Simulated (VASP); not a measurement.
# PbS (Galena): structure and properties in VASP, part 2 of 2

Aim: relax PbS (Galena) with AM05, compute its properties on that cell and hold them against experiment. The start is a cell from a database of measured crystal structures.

VASP 6.6.1; AM05; plane waves and PAW (Pb_d, S).

So far, gap on the k-mesh (eV): step 2 (full relaxation (AM05)) 0.316; step 5 (total and projected DOS (AM05)) 0.314; step 6 (volume scan with AM05) 0.0582; step 7 (volume scan with AM05 (run 2)) 0.150.

The database entry behind the starting cell measured cold, at 250 K, so it need not match the best structure at ambient conditions.

**10. Volume scan with AM05 (run 5)**

Input file INCAR:

```
SYSTEM = PbS
PREC = Accurate
ENCUT = 400
EDIFF = 1E-06
NELM = 100
ISMEAR = 0
SIGMA = 0.05
LREAL = .FALSE.
ALGO = Normal
GGA = AM
NBANDS = 16
LORBIT = 11
LWAVE = .FALSE.
LCHARG = .FALSE.
KPAR = 2
ISIF = 2
```

Input file POSCAR:

```
PbS
1.0
    0.0000000000      2.9799916453      2.9799916453
    2.9799916453      0.0000000000      2.9799916453
    2.9799916453      2.9799916453      0.0000000000
Pb S
1 1
Direct
    0.0000000000      0.0000000000      0.0000000000
    0.5000000000      0.5000000000      0.5000000000
```

Input file KPOINTS:

```
Automatic mesh
0
Gamma
6 6 6
0 0 0
```

Potentials, in the order of the species: Pb_d and S (PBE family, release 64).

Launch:

```console
> mpirun -np 2 vasp_std
```

Run time: 7 s. Hardware: 2 MPI ranks of AMD EPYC 7R43, shared host; peak memory 0.23 GiB; 13 s of CPU time.

The pressure falls from 0.00 to -1.08 GPa.

The run ends at a pressure of -1.08 GPa.

**11. Volume scan with AM05 (run 6)**

INCAR is that of step 10.

Input file POSCAR:

```
PbS
1.0
    0.0000000000      2.9993427826      2.9993427826
    2.9993427826      0.0000000000      2.9993427826
    2.9993427826      2.9993427826      0.0000000000
Pb S
1 1
Direct
    0.0000000000      0.0000000000      0.0000000000
    0.5000000000      0.5000000000      0.5000000000
```

KPOINTS is that of step 10.

Launch:

```console
> mpirun -np 2 vasp_std
```

Wall time 7 s (2 MPI ranks); peak memory 0.23 GiB; 13 s of CPU time.

The pressure falls from -1.08 to -2.05 GPa.

The run ends at a pressure of -2.05 GPa.

**12. Volume scan with AM05 (run 7)**

A prediction first. A least-squares parabola for the 6 pressures of evenly scaled cells so far, P = 0.01 -56.7 t +102 t² GPa with t = ln(V/V₁) and V₁ the volume at scale 1, gives -2.95 GPa at t = +0.0583.

INCAR is that of step 11.

Input file POSCAR:

```
PbS
1.0
    0.0000000000      3.0184473919      3.0184473919
    3.0184473919      0.0000000000      3.0184473919
    3.0184473919      3.0184473919      0.0000000000
Pb S
1 1
Direct
    0.0000000000      0.0000000000      0.0000000000
    0.5000000000      0.5000000000      0.5000000000
```

KPOINTS is that of step 11.

Launch:

```console
> mpirun -np 2 vasp_std
```

Run time: 7 s. Hardware: 2 MPI ranks; peak memory 0.25 GiB; 13 s of CPU time.

The pressure falls from -2.05 to -2.92 GPa. The parabola predicted -2.95 GPa, -0.03 GPa off.

**13. Comparing the runs**

Times are for 2 MPI ranks of AMD EPYC 7R43, shared host. The runs compared:

```csv
no.,volume scale,energy above the lowest point (meV/atom),pressure (GPa),time,memory (GiB)
1,0.94,19.05,3.900,7 s,0.24
2,0.96,8.32,2.521,7.6 s,0.25
3,0.98,2.08,1.199,8 s,0.24
4,1,0,4.75e-4,7.4 s,0.25
5,1.02,1.59,-1.079,7 s,0.23
6,1.04,6.48,-2.047,7 s,0.23
7,1.06,14.38,-2.916,7 s,0.25
```

**14. Fit for AM05**

This step: Birch-Murnaghan fit, AM05; plane waves and PAW (VASP 6.6.1).

No new run; the numbers come from the runs before.

Numbers from this step:

```
pressure derivative of the bulk modulus : 4.259
r.m.s. error of the fit                 : 1.04e-5 eV/atom
minimum inside the sampled range        : yes
bulk modulus                            : 56.61 GPa
equilibrium volume of the fit           : 25.97 Å³/atom
```

The energy above the fitted minimum by volume:

```
volume (Å³/atom)  energy above the fitted minimum (eV/atom)
           24.39                                     0.0191
           24.91                                    0.00832
           25.43                                    0.00209
           25.94                                     8.8e-6
           26.46                                    0.00160
           26.98                                    0.00649
           27.50                                     0.0144
```

The fit over cells of fixed shape and fractional positions puts the volume +0.11 % from the relaxed one. At a finite cutoff and mesh the minimum of the energy and the zero of the stress don't quite coincide, and the relaxation stops at a threshold.

**15. Core-level energies (AM05)**

This step: AM05; plane waves and PAW (Pb_d, S) (VASP 6.6.1).

ICORELEVEL = 1 prints the core eigenvalues in the potential of the ground state.

Edit INCAR of step 12 so:

```diff
@@ -15,2 +15,2 @@
 KPAR = 2
-ISIF = 2
+ICORELEVEL = 1
```

Input file POSCAR:

```
PbS
1.0
    0.0000000000      2.9603858695      2.9603858695
    2.9603858695      0.0000000000      2.9603858695
    2.9603858695      2.9603858695      0.0000000000
Pb S
1 1
Direct
    0.0000000000      0.0000000000      0.0000000000
    0.5000000000      0.5000000000      0.5000000000
```

KPOINTS is that of step 12.

Launch:

```console
> mpirun -np 2 vasp_std
```

Run time: 7 s. Hardware: 2 MPI ranks; peak memory 0.25 GiB; 13 s of CPU time.

These are scalar-relativistic Kohn-Sham levels of the ground state, with no core hole, so they are not binding energies.

Numbers from this step:

```yaml
free_energy_toten: -8.908 eV
fermi_energy: 5.983 eV
pressure: 4.75e-4 GPa
gap_on_the_k_mesh: 0.3155 eV
least_direct_gap_on_the_k_mesh: 0.3155 eV
```

Kohn-Sham core levels. Core levels, by row:

```csv
atom,shell,level below the valence-band top (eV)
Pb1,1s,88087
Pb1,2s,15749
Pb1,2p,13504
Pb1,3s,3777
Pb1,3p,3134
Pb1,3d,2479
Pb1,4s,851.7
Pb1,4p,640.9
Pb1,4d,397.3
Pb1,4f,128.3
Pb1,5s,139.5
Pb1,5p,81.25
S2,1s,2399
S2,2s,205.4
S2,2p,150.2
```

**16. What came out**

| Property | Result |
| --- | --- |
| relaxed volume | 25.94 Å³/atom |
| relaxed conventional cell a, b, c | 5.921, 5.921, 5.921 Å |
| space group after relaxing, within 0.02 Å | Fm-3m (No. 225) |
| band gap | 0.315 eV, direct |
| gap among the points of the DOS mesh alone, an upper bound | 0.314 eV |
| bulk modulus from the fit | 56.6 GPa |
| volume from the fit | 26.0 Å³/atom |
| shallowest level of the frozen cores | Pb1 5p, 81.2 eV deep |

What this shows: With AM05, PbS (Galena) relaxes to 25.94 Å³/atom in space group Fm-3m (held by the symmetry of the run), has a direct gap of 0.315 eV and has a bulk modulus of 56.6 GPa. Against the listed cell the volume lies -0.5 %. Bands along the symmetry lines (AM05): On this path the gap is direct, 0.32 eV, with the valence top at L and the conduction bottom at L. Spin-orbit coupling is left out, and with elements this heavy it would split and shift bands near the edges, and it can change the kind of a small gap. No search among competing phases was made, and a listed structure need not be the one stable at ambient conditions. All values are for a static lattice at zero temperature.

Computed beside measured:

| quantity | measured | Birch-Murnaghan fit, AM05 |
| --- | --- | --- |
| bulk modulus (GPa) | 51 | 57 (+11.0 %) |

Measured values from arxiv:cond-mat/0210013 (2002).

**Verdict.** The bulk modulus is off by +11.0 %: fair agreement. The grades are ours: good and fair within 5 and 12 % for the bulk modulus. Zero-point motion and thermal expansion are not in the computed bulk modulus.

[Lines on the potential files, build, host, timing and source positions are cut from VASP's logs without a mark.]

[Logs are printed without paths, hosts, clocks, repeated set-up lines and the standing remarks that a program may print on its own settings, such as how far it seeks lower states.]

[Hosts, paths, dates, database ids (printed as entryN), source tags and the programs' standing remarks are cut or masked in the printed files.]

[A measured line is paired with the nearest computed mode of its activity, which favours agreement.]

[In band tables of VASP the shares of atoms and orbitals are scaled to a sum of 1 inside the atoms' spheres.]
